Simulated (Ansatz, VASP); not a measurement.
**Two plane-wave programs on Os3N**

File INCAR:

```
SYSTEM = Os3N
ALGO = Normal
EDIFF = 1E-6
EDIFFG = -0.04
ENCUT = 600
GGA = PE
IBRION = 2
ISIF = 3
ISMEAR = 0
LASPH = .True.
LCHARG = .False.
LREAL = .False.
LWAVE = .False.
NELM = 100
NSW = 90
PREC = Accurate
SIGMA = 0.1
```

File KPOINTS:

```
k-points
0
Gamma
  6 6 6
  0 0 0
```

The input POSCAR:

```
Os3N
1.0
    3.5810919066      0.0000000000      0.0000000000
    0.0000000000      3.5810919066      0.0000000000
    0.0000000000      0.0000000000      3.5810919066
Os N
3 1
Direct
    0.0000000000      0.5000000000      0.5000000000
    0.5000000000      0.0000000000      0.5000000000
    0.5000000000      0.5000000000      0.0000000000
    0.0000000000      0.0000000000      0.0000000000
```

Input for Ansatz:

```yaml
crystal:
  lattice:
    - [3.5810919066, 0.0, 0.0]
    - [0.0, 3.5810919066, 0.0]
    - [0.0, 0.0, 3.5810919066]
  atoms:
    - { symbol: Os, position: [0.0, 0.5, 0.5] }
    - { symbol: Os, position: [0.5, 0.0, 0.5] }
    - { symbol: Os, position: [0.5, 0.5, 0.0] }
    - { symbol: "N", position: [0.0, 0.0, 0.0] }
basis:
  ecutwfc: 420
kpoints:
  mp_grid: { grid: [6, 6, 6] }
hamiltonian:
  xc: pbe
scf:
  occupations: { method: gaussian, width: 0.1 }
  lower_state_search: "off"
output:
  forces: true
  stress: true
  eigenvalues: true
relax:
  adjacent_minimum: "off"
  f_tol: 0.04
  max_steps: 70
  cell: { stress_tol: 0.4 }
```

Alike in both runs: task relaxation of cell and atoms; functional PBE; k mesh 6 × 6 × 6; occupations gaussian, width 0.1 eV; no spin polarisation.

```csv
,VASP,Ansatz
version,VASP 6.6.1,Ansatz 0.2.0
potentials or method,"VASP PAW PBE potentials, release 64 (Os, N)","scalar-relativistic, plane waves, PAW"
plane-wave cutoff (eV),600,420
valence electrons in the cell,29,53
```

|  | VASP | Ansatz | Ansatz less VASP |
| --- | --- | --- | --- |
| gap on the k mesh at the Fermi level, each at its own relaxed structure (eV) | none | none | - |
| relaxed volume (Å³/atom) | 13.41 | 13.40 | -0.004 |
| relaxed cell length with the largest relative difference (Å) | 3.771 | 3.771 | -0.0004 |
| energy change over the relaxation (meV/atom) | -355 | -344 | +10.6 |

A gap of «none» marks a metal or a gap that the smearing closes. The two sets of potentials don't hold the same shells in valence.

Caveats: the volume moved by over 15 % at a fixed basis, so the end points are rough (VASP). Spin-orbit coupling is left out, which matters for the levels of Os.
